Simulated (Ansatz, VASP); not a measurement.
**Cross-check of CuN3 between VASP and Ansatz**

Aim: how closely do two programs agree when they are given the same cell, functional and k mesh? The cell is generated by rule, not measured, and may not be a known phase. Of the first pair: The two relaxations start from unlike cells of this crystal (the structure described is Ansatz's start), so only their ends are compared.

Main program and level: Ansatz 0.2.0; plane waves, with VASP 6.6.1 beside it; relaxation of cell and atoms at LDA.

**1. The starting structure**

Symmetry: Im-3m, No. 229, cubic system. The conventional cell has a = 4.484 Å, b = 4.484 Å, c = 4.484 Å, α = 90.00°, β = 90.00°, γ = 90.00°. N has 2 Cu at 2.24 Å and 4 N at 2.24 Å nearest. Nearest to Cu lie 6 N at 2.24 Å. Farther neighbours and most contacts between anions are not listed.

**2. VASP: relaxation of cell and atoms, LDA, pair 1**

The relaxed volume is the usual yardstick between codes: in a stiff, nearly cubic crystal its relative difference is about their pressure difference at one cell divided by the bulk modulus.

Lines of VASP's logs that name or quote its potential files are left out, and so is its time.

Contents of INCAR:

```
SYSTEM = CuN3
PREC = Accurate
ENCUT = 600
EDIFF = 1E-07
NELM = 120
ISMEAR = 0
SIGMA = 0.1
LREAL = .FALSE.
ALGO = Normal
GGA = PW92
NBANDS = 19
LASPH = .TRUE.
LORBIT = 11
LWAVE = .FALSE.
LCHARG = .FALSE.
ISIF = 3
IBRION = 2
NSW = 80
EDIFFG = -0.005
GGA_COMPAT = .FALSE.
NELMIN = 4
KPAR = 2
```

Contents of POSCAR:

```
CuN3
1.0
   -1.9481782542      1.9481782542      1.9481782542
    1.9481782542     -1.9481782542      1.9481782542
    1.9481782542      1.9481782542     -1.9481782542
N Cu
3 1
Direct
    0.0000000000      0.5000000000      0.5000000000
    0.5000000000      0.0000000000      0.5000000000
    0.5000000000      0.5000000000      0.0000000000
    0.0000000000      0.0000000000      0.0000000000
```

Contents of KPOINTS:

```
Automatic mesh
0
Gamma
6 6 6
0 0 0
```

The projector-augmented-wave data sets are N and Cu (LDA family, release 64).

The run is started by

```sh
> mpirun -np 2 vasp_std
```

Numbers of over 12 decimals in the logs are rounded to 6 here.

The log of the run:

```text
[banner, memory and clock lines left out]
running    2 mpi-ranks, on    1 nodes
 distrk:  each k-point on    1 cores,    2 groups
 distr:  one band on    1 cores,    1 groups

 POSCAR found type information on POSCAR N Cu
 POSCAR found :  2 types and       4 ions
|                                                                             |
|               ----> ADVICE to this user running VASP <----                  |
|                                                                             |
|     You enforced a specific xc type in the INCAR file but a different       |
|     [... a line on the potential file left out ...]
|     I HOPE YOU KNOW WHAT YOU ARE DOING!                                     |
|                                                                             |

 LDA part: xc-table for (Slater(with rela. corr.)+PW92), standard interpolation
 POSCAR, INCAR and KPOINTS ok, starting setup
 FFT: planning ... GRIDC
 FFT: planning ... GRID_SOFT
 FFT: planning ... GRID
 WAVECAR not read
 entering main loop
       N       E                     dE             d eps       ncg     rms          rms(c)
DAV:   1     0.204721931595E+03    0.20472E+03   -0.15019E+04   665   0.229E+03
DAV:   2    -0.108468178273E+02   -0.21557E+03   -0.20547E+03   698   0.422E+02
DAV:   3    -0.301721033408E+02   -0.19325E+02   -0.18160E+02   762   0.123E+02
DAV:   4    -0.308392238097E+02   -0.66712E+00   -0.64460E+00   798   0.216E+01
DAV:   5    -0.308501718472E+02   -0.10948E-01   -0.10935E-01   755   0.266E+00    0.292E+01
DAV:   6    -0.507308997355E+02   -0.19881E+02   -0.56488E+02   688   0.431E+02    0.251E+01
DAV:   7    -0.276817892174E+02    0.23049E+02   -0.36965E+01   752   0.186E+02    0.126E+01
DAV:   8    -0.239654460474E+02    0.37163E+01   -0.14239E+01   734   0.141E+02    0.270E+00
DAV:   9    -0.252646126572E+02   -0.12992E+01   -0.11178E+01   783   0.961E+01    0.832E+00
DAV:  10    -0.240075709051E+02    0.12570E+01   -0.43250E+00   708   0.830E+01    0.727E-01
DAV:  11    -0.240320372792E+02   -0.24466E-01   -0.45751E-01   887   0.128E+01    0.869E-01
DAV:  12    -0.240392569298E+02   -0.72197E-02   -0.20919E-02   912   0.205E+00    0.107E+00
DAV:  13    -0.240224247347E+02    0.16832E-01   -0.86313E-02   716   0.931E+00    0.119E-01
DAV:  14    -0.240224053834E+02    0.19351E-04   -0.37355E-03   804   0.807E-01    0.823E-02
DAV:  15    -0.240223166871E+02    0.88696E-04   -0.54306E-04   891   0.584E-01    0.479E-02
DAV:  16    -0.240222964134E+02    0.20274E-04   -0.11569E-04   902   0.231E-01    0.150E-02
DAV:  17    -0.240222948192E+02    0.15942E-05   -0.23259E-06   926   0.199E-02    0.101E-02
DAV:  18    -0.240222941360E+02    0.68318E-06   -0.12543E-05   691   0.108E-01    0.692E-03
DAV:  19    -0.240222936728E+02    0.46323E-06   -0.66729E-07   716   0.193E-02    0.439E-03
DAV:  20    -0.240222936192E+02    0.53605E-07   -0.21570E-07   438   0.394E-03
   1 F= -.24022294E+02 E0= -.24016613E+02  d E =-.240223E+02
 curvature:   0.00 expect dE= 0.000E+00 dE for cont linesearch  0.000E+00
 trial: gam= 0.00000 g(F)=  0.645E-59 g(S)=  0.926E-04 ort = 0.000E+00 (trialstep = 0.100E+01)
 search vector abs. value=  0.926E-04
 bond charge predicted
       N       E                     dE             d eps       ncg     rms          rms(c)
DAV:   1    -0.240231904113E+02   -0.89674E-03   -0.16389E-02   678   0.300E+00    0.275E-01
DAV:   2    -0.240242258910E+02   -0.10355E-02   -0.22095E-02   673   0.459E+00    0.343E-01
DAV:   3    -0.240222943246E+02    0.19316E-02   -0.95665E-03   661   0.307E+00    0.650E-02
DAV:   4    -0.240222231627E+02    0.71162E-04   -0.38208E-04   846   0.265E-01    0.171E-02
DAV:   5    -0.240222193018E+02    0.38609E-05   -0.11702E-05   785   0.314E-02    0.116E-02
DAV:   6    -0.240222172540E+02    0.20478E-05   -0.37304E-06   906   0.495E-02    0.578E-04
DAV:   7    -0.240222172994E+02   -0.45441E-07   -0.44107E-07   577   0.567E-03
   2 F= -.24022217E+02 E0= -.24016521E+02  d E =0.763197E-04
 trial-energy change:    0.000076  1 .order    0.000033   -0.000093    0.000158
 step:   0.2014(harm=  0.3694)  dis= 0.00000  next Energy=   -24.022303 (dE=-0.897E-05)
 bond charge predicted
       N       E                     dE             d eps       ncg     rms          rms(c)
DAV:   1    -0.240229084982E+02   -0.69124E-03   -0.10544E-02   675   0.242E+00    0.218E-01
DAV:   2    -0.240235500031E+02   -0.64150E-03   -0.13603E-02   670   0.363E+00    0.276E-01
DAV:   3    -0.240223436242E+02    0.12064E-02   -0.63921E-03   658   0.243E+00    0.542E-02
DAV:   4    -0.240222947735E+02    0.48851E-04   -0.24481E-04   851   0.244E-01    0.123E-02
DAV:   5    -0.240222928099E+02    0.19636E-05   -0.74264E-06   704   0.271E-02    0.942E-03
DAV:   6    -0.240222914356E+02    0.13743E-05   -0.27445E-06   944   0.443E-02    0.742E-04
DAV:   7    -0.240222914445E+02   -0.88676E-08   -0.24687E-07   498   0.553E-03
   3 F= -.24022291E+02 E0= -.24016605E+02  d E =0.217470E-05
 curvature:  -0.17 expect dE=-0.121E-05 dE for cont linesearch -0.121E-05
 trial: gam= 0.00000 g(F)=  0.271E-58 g(S)=  0.705E-05 ort =-0.255E-04 (trialstep = 0.840E+00)
 search vector abs. value=  0.705E-05
 reached required accuracy - stopping structural energy minimisation
```

From OUTCAR (step 2):

```text
ion  position               nearest neighbor table
   1  0.000  0.500  0.500-   4 1.95   4 1.95
   2  0.500  0.000  0.500-   4 1.95   4 1.95
   3  0.500  0.500  0.000-   4 1.95   4 1.95
   4  0.000  0.000  0.000-   1 1.95   2 1.95   3 1.95   1 1.95   2 1.95   3 1.95

  LATTYP: Found a body centered cubic cell.
 ALAT       =     3.8963565084

 Subroutine GETGRP returns: Found 48 space group operations
 (whereof 48 operations were pure point group operations)

The static configuration has the point symmetry O_h .

 Found     16 irreducible k-points:

   k-points           NKPTS =     16   k-points in BZ     NKDIM =     16   number of bands    NBANDS=     19

   dimension x,y,z NGX =    28 NGY =   28 NGZ =   28
   dimension x,y,z NGXF=    56 NGYF=   56 NGZF=   56

   ENCUT  =  600.0 eV  44.10 Ry    6.64 a.u.   6.74  6.74  6.74*2*pi/ulx,y,z

   NELECT =      26.0000    total number of electrons

 k-points in reciprocal lattice and weights: Automatic mesh
   0.00000000  0.00000000  0.00000000       0.005
   0.16666667  0.00000000  0.00000000       0.056
   0.33333333  0.00000000  0.00000000       0.056
   0.50000000  0.00000000  0.00000000       0.028
   0.16666667  0.16666667  0.00000000       0.111
   0.33333333  0.16666667 -0.00000000       0.222
   0.33333333  0.33333333  0.00000000       0.037
   0.16666667  0.16666667  0.16666667       0.037
   0.33333333  0.16666667  0.16666667       0.056
[...]
0.50000000  0.50000000  0.33333333       0.056
   0.50000000  0.50000000  0.50000000       0.005

 average (electrostatic) potential at core
       1 -61.9556       2 -61.9556       3 -61.9556       4 -65.4551

 E-fermi :   7.6255

 k-point     1 :       0.0000    0.0000    0.0000
  band No.  band energies     occupation
    ...
     10       4.7839      2.00000
     11       4.7839      2.00000
     12       4.7839      2.00000
     13       5.0691      2.00000
     14       5.0691      2.00000
     15      12.7316      0.00000
     16      12.7316      0.00000
     17      12.7316      0.00000
     18      15.0700      0.00000
     19      19.0635      0.00000

 k-point     2 :       0.1667    0.0000    0.0000
  band No.  band energies     occupation
    ...
     10       4.1476      2.00000
     11       4.3127      2.00000
     12       4.6803      2.00000
     13       5.7918      2.00000
     14       7.1189      2.00000
     15      11.8796      0.00000
     16      11.9683      0.00000
     17      12.7570      0.00000
     18      16.0869      0.00000
     19      19.4774      0.00000

 k-point     3 :       0.3333    0.0000    0.0000
  band No.  band energies     occupation
    ...
      9       4.3787      2.00000
     10       4.5970      2.00000
     11       4.8273      2.00000
     12       5.5465      2.00000
     13       6.3659      2.00000
     14       9.1488      0.00000
     15       9.8465      0.00000
     16      10.2692      0.00000
     17      12.8765      0.00000
     18      18.1225      0.00000
    ...

  Total        0.0139555      0.0139555      0.0139555      0.0000000      0.0000000      0.0000000
  in kB        0.7562599      0.7562599      0.7562599      0.0000000      0.0000000      0.0000000
  external PRESSURE =       0.7562599 kB  Pullay stress =       0.0000000 kB

  energy-cutoff  :      600.00
  volume of cell :       29.57
      direct lattice vectors                 reciprocal lattice vectors
    -1.947938861  1.947938861  1.947938861     0.000000000  0.256681567  0.256681567
     1.947938861 -1.947938861  1.947938861     0.256681567  0.000000000  0.256681567
     1.947938861  1.947938861 -1.947938861     0.256681567  0.256681567  0.000000000

 POSITION                                       TOTAL-FORCE (eV/Angst)
 -----------------------------------------------------------------------------------
      1.94794      0.00000      0.00000         0.000000      0.000000     -0.000000
      0.00000      1.94794      0.00000         0.000000     -0.000000      0.000000
      0.00000      0.00000      1.94794        -0.000000      0.000000     -0.000000
      0.00000      0.00000     -0.00000        -0.000000     -0.000000     -0.000000
 -----------------------------------------------------------------------------------
    total drift:                                0.000000      0.000000     -0.000000

  FREE ENERGIE OF THE ION-ELECTRON SYSTEM (eV)
  ---------------------------------------------------
  free  energy   TOTEN  =       -24.0222914445 eV

  energy  without entropy=      -24.0109178804  energy(sigma->0) =      -24.01660466

 reached required accuracy - stopping structural energy minimisation

 total charge
# of ion       s       p       d       tot
------------------------------------------
    1        1.330   2.109   0.000   3.439
    2        1.330   2.109   0.000   3.439
    3        1.330   2.109   0.000   3.439
    4        0.486   0.664   9.075  10.225
--------------------------------------------------
tot          4.476   6.990   9.075  20.542

[... 3 further parts left out ...]
```

CONTCAR:

```
CuN3
   1.00000000000000
    -1.9479388612673603    1.9479388612673603    1.9479388612673603
     1.9479388612673603   -1.9479388612673603    1.9479388612673603
     1.9479388612673603    1.9479388612673603   -1.9479388612673603
  N               Cu
     3     1
Direct
     0.0000000000000000    0.5000000000000000    0.5000000000000000
     0.5000000000000000    0.0000000000000000    0.5000000000000000
     0.5000000000000000    0.5000000000000000    0.0000000000000000
     0.0000000000000000    0.0000000000000000    0.0000000000000000
```

This run has no spin polarisation, so a moment on Cu, if there is one, isn't seen.

**3. Ansatz: relaxation of cell and atoms, LDA, pair 1**

Ansatz runs on its default PAW (the set named soft_2) files.

Its own start cell and the same functional (in two slightly different forms), mesh and smearing now go to Ansatz, which takes its cutoff from its data sets.

Contents of input.yaml:

```yaml
crystal:
  lattice:
    - [-2.24176, 2.24176, 2.24176]
    - [2.24176, -2.24176, 2.24176]
    - [2.24176, 2.24176, -2.24176]
  atoms:
    - { symbol: "N", position: [0.0, 0.5, 0.5] }
    - { symbol: "N", position: [0.5, 0.0, 0.5] }
    - { symbol: "N", position: [0.5, 0.5, 0.0] }
    - { symbol: Cu, position: [0.0, 0.0, 0.0] }
kpoints:
  mp_grid: { grid: [6, 6, 6] }
hamiltonian:
  xc: lda
scf:
  occupations: { method: gaussian, width: 0.1 }
output:
  forces: true
  stress: true
  eigenvalues: true
relax:
  adjacent_minimum: "off"
  f_tol: 0.05
  max_steps: 80
  cell: { stress_tol: 0.5 }
```

The run is started by

```sh
> ansatz run input.yaml --threads 8 --pin off --max-ram 14336MiB --backend cpu --events-out ev --progress --plain --runs-dir out
```

The log of the run:

```text
The last accepted step is kept in <dir> (removed where the run ends without a failure and the disk answers)
Engine: ansatz 0.2.0, x86_64-unknown-linux-gnu
Pseudopotentials: kind: paw
Pseudopotential: N, paw, valence charge 5, recommended cutoff 420 eV (normal), N.paw.azcp
Pseudopotential: Cu, paw, valence charge 19, recommended cutoff 420 eV (normal), Cu.paw.azcp
Functional definition: SPW92
  exchange = slater_x
  correlation = pw_c
Crystal: 4 atoms, lattice volume = 45.064 Å³
Basis set: ecut = 420 eV, 935 PW (Γ)
Bands: 21, of which v1, the nominal top of the filled ones, is band 17 counted from 1 (16 counted from 0)
Symmetry: 48 space group operations
Space group: Im-3m (ITA 229), of the structure as read, at distance tolerance 3.6e-5 Å
k-points: 16 of 216
Non-local potential: N, projectors of the file, l = 0: 2, l = 1: 2, l = 2: 1
Non-local potential: Cu, projectors of the file, l = 0: 3, l = 1: 2, l = 2: 3, l = 3: 1
PAW form: soft (Blöchl's): semilocal exchange-correlation on the pseudo side does not see the compensation charge
PAW frozen core: N, regenerated for the run's functional, and the local potential with it (the file was generated under x = pbe(κ = 0.804, μ = 0.219515), c = pbe(β = 0.066725))
PAW frozen core: Cu, regenerated for the run's functional, and the local potential with it (the file was generated under x = pbe(κ = 0.804, μ = 0.219515), c = pbe(β = 0.066725))
PAW one-centre angular grid: N, 110 points (default); XC on 64 Gauss nodes
PAW one-centre angular grid: Cu, 590 points (default); XC on 64 Gauss nodes
Initial density: superposition of atomic densities (neutral atoms: chi_scale 0, normalization atom), corrected by the library's trained network
Initial wavefunctions: pseudopotential atomic-orbital guess
Functional: x = slater, c = lda
SCF iter   1: F=—  HF=-7666.138410 eV  |F-HF|=—  |Δ(HF+E_count)|=         —  Δρ=3.28e-2  dr2=3.02e-1  ethr=1.77e-3  ⟨swp⟩=4.2  Hψ=1273  notcnv=0
preconditioner: auto → none  [insulator: Δε(μ)=0.113 eV  Ē_g=6.437 eV  σ=0.100 eV  W_gap=0.57  n_scr=12 (ndim 8)  ℏωp=28.2 eV  f_vac=0.000  D(μ)=4.48/eV (n_scr^D=54)  ε∞_Penn≈20.2]
SCF iter   2: F=—  HF=-7666.102208 eV  |F-HF|=—  |Δ(HF+E_count)|=   3.62e-2  Δρ=3.81e-3  dr2=6.75e-3  ethr=8.87e-4  ⟨swp⟩=2.1  Hψ=644  notcnv=0  defer=2
SCF iter   3: F=—  HF=-7666.100413 eV  |F-HF|=—  |Δ(HF+E_count)|=   1.80e-3  Δρ=3.35e-3  dr2=3.51e-3  ethr=1.99e-5  ⟨swp⟩=2.4  Hψ=554  notcnv=0  defer=2
SCF iter   4: F=—  HF=-7666.100223 eV  |F-HF|=—  |Δ(HF+E_count)|=   1.91e-4  Δρ=2.45e-4  dr2=1.27e-5  ethr=1.03e-5  ⟨swp⟩=1.0  Hψ=334  notcnv=0  defer=2
SCF iter   5: F=—  HF=-7666.100214 eV  |F-HF|=—  |Δ(HF+E_count)|=   8.69e-6  Δρ=4.10e-5  dr2=2.28e-7  ethr=3.74e-8  ⟨swp⟩=2.1  Hψ=544  notcnv=0  defer=2
SCF iter   6: F=-7666.100214 eV  HF=-7666.100214 eV  |F-HF|=4.83e-9  |Δ(HF+E_count)|=   2.85e-8  Δρ=6.05e-6  dr2=8.44e-9  ethr=2.94e-10  ⟨swp⟩=4.6  Hψ=1210  notcnv=0
SCF 1 converged in 6 iterations: F = -7666.100214 eV  dr2 = 8.44e-9
  greatest PAW one-centre occupation: 1.000 electrons in one spin orbital (limit 2), on the Cu atom at site 3 (counted from 0), in its partial waves of l = 0
relax step   1: F+E_penalty+E_count = -7666.10021404 eV  Δ(F+E_penalty+E_count) = +0.000e0 eV  max|allowed force component| = 2.269e-29 eV/Å  Δτ_max = 0.0000 Å  P = -43.904 GPa  Ω = 45.064 Å³  (6 SCF iters, dr2 threshold 1.00e-7 eV, accepted)
[...]
relax step   6: F+E_penalty+E_count = -7669.25146780 eV  Δ(F+E_penalty+E_count) = +2.064e-2 eV  max|allowed force component| = 8.195e-30 eV/Å  Δτ_max = 0.0000 Å  P = -1.320 GPa  Ω = 29.680 Å³  stress off target by 1.32e0 GPa  SCF on the basis re-selected at this cell (its energy is not comparable with the rows above)  (6 SCF iters)
[...]
relax step   7: F+E_penalty+E_count = -7669.25305139 eV  Δ(F+E_penalty+E_count) = -1.584e-3 eV  max|allowed force component| = 5.516e-30 eV/Å  Δτ_max = 0.0000 Å  P = +0.030 GPa  Ω = 29.534 Å³  energy of the carried Pulay correction = +9.970e-4 eV  (6 SCF iters, dr2 threshold 4.00e-7 eV, accepted)
[...]
relax step   8: F+E_penalty+E_count = -7669.25198311 eV  Δ(F+E_penalty+E_count) = +1.068e-3 eV  max|allowed force component| = 7.016e-30 eV/Å  Δτ_max = 0.0000 Å  P = +0.005 GPa  Ω = 29.534 Å³  stress off target by 4.78e-3 GPa  SCF on the basis re-selected at this cell (its energy is not comparable with the rows above)  (6 SCF iters)
basis re-selected at this cell: Δ(F+E_penalty+E_count) = +1.068e-3 eV, ΔP = -0.026 GPa vs the last step (what re-selecting the basis moved, of the pressure what is left beyond the Pulay correction that the steps carried, after the strain that the cell walked since its last selection, with what the two solves' SCF thresholds leave and, on support functions, any second-order correction that the steps lacked; it is no m [...]
SCF converged after 6 iterations
Free energy (F): -7669.251983 eV
Harris-Foulkes:  -7669.251983 eV  (|F-HF|=9.09e-13)
Internal energy: -7669.241056 eV  (E = F + TS)
E sigma→0 (E₀):  -7669.246520 eV
Entropy (-TS):   -0.010927 eV (-2.732 meV/atom)
Fermi energy:    13.400980 eV
--- Per-component energies (eV) ---
  E_band       = -360.818809
  E_kinetic    = 671.941124
  E_local      = -4939.391356  (includes V_loc(G=0)·N_el)
  E_nonlocal   = 528.725106
  E_hartree    = 2102.525185
  E_xc         = -265.462613
  E_vxc        = -340.781031  (∫ρ·V_xc dr)
  E_paw        = -1931.840334  (= ΣΔE_a)
  E_vpaw       = -486.363576  (= ΣTr[D̂ρ^β])
  E_aug_tail   = 0.000591  (compensation charges beyond the density's cutoff)
  E_ewald      = -3836.428552
  E_core_change = 0.689792  (= ΣΔE_core)
  E_smearing   = -0.010927  (= −TS)
  E_closure    = 0.000000  (closes the sum)
  Σ components = -7669.251983   (vs F -7669.251983, Δ=0.00e0)
--- Forces (eV/Å), atoms counted from 1 ---
  atom   1  N     -0.00000000     0.00000000     0.00000000
  atom   2  N      0.00000000    -0.00000000     0.00000000
  atom   3  N      0.00000000    -0.00000000     0.00000000
  atom   4  Cu     0.00000000    -0.00000000    -0.00000000
  max |Σ_I F_I| component: 1.22e-29 eV/Å
--- Stress (GPa, compression-positive) ---
        0.004776       0.000000       0.000000
        0.000000       0.004776       0.000000
       -0.000000       0.000000       0.004776
  P = ⅓ Tr σ = 0.0048 GPa (0.048 kbar)
--- Band table (eV; the first three rows and the last of 16) ---
  k-point 0: bands = [... 13 lower, 10.5251, 10.5251, 10.5251, 10.8850, 10.8850, 18.5011, 18.5011, 18.5011]
  k-point 1: bands = [... 13 lower, 9.9419, 10.1040, 10.4304, 11.5922, 12.9110, 17.6502, 17.7379, 18.5279]
  k-point 2: bands = [... 13 lower, 10.3606, 10.6291, 11.3393, 12.1590, 14.9532, 15.6128, 16.0408, 18.6482]
  k-point 15: bands = [... 13 lower, 10.6480, 10.6480, 12.3143, 12.3143, 12.3143, 18.8001, 18.8001, 18.8001]
--- Relaxed structure (6 steps of the walk, 6 accepted, 2 SCFs on fresh bases) ---
  F+E_penalty+E_count = -7669.25198311 eV   max|allowed force component| = 7.016e-30 eV/Å   (the final SCF, on the basis selected at the relaxed cell)
  cell:  # Å, volume = 29.5345 Å³
    - [-1.947256, 1.947256, 1.947256]
    - [1.947256, -1.947256, 1.947256]
    - [1.947256, 1.947256, -1.947256]
  atoms:
    - { symbol: N, position: [0, 0.5, 0.5] }
    - { symbol: N, position: [0.5, 0, 0.5] }
    - { symbol: N, position: [0.500000, 0.500000, 0] }
    - { symbol: Cu, position: [0, 0, 0] }
```

**4. Comparison**

Known differences besides the potentials themselves: the data sets hold 34 valence electrons in Ansatz (on its default PAW (the set named soft_2) files) and 26 in VASP; the cutoff is 420 eV in Ansatz and 600 eV in VASP; VASP's log shows a relativistic correction to its local exchange, Ansatz's none; Ansatz adds a Pulay correction to the stress that steers its cell, VASP none. Total energies have different zeros and are not compared.

Compared:

```tsv
quantity	Ansatz	VASP	difference
volume (Å³)	29.53	29.57	-0.11 %
edge a after relaxation, in the typed setting (Å)	3.373	3.374	-0.04 %
```

(Part 1 of 2 ends here.)

[Lines on the potential files, build, host, timing and source positions are cut from VASP's logs without a mark.]

[Logs are printed without paths, hosts, clocks, repeated set-up lines and the standing remarks that a program may print on its own settings, such as how far it seeks lower states.]

[Hosts, paths, dates, database ids (printed as entryN), source tags and the programs' standing remarks are cut or masked in the printed files.]
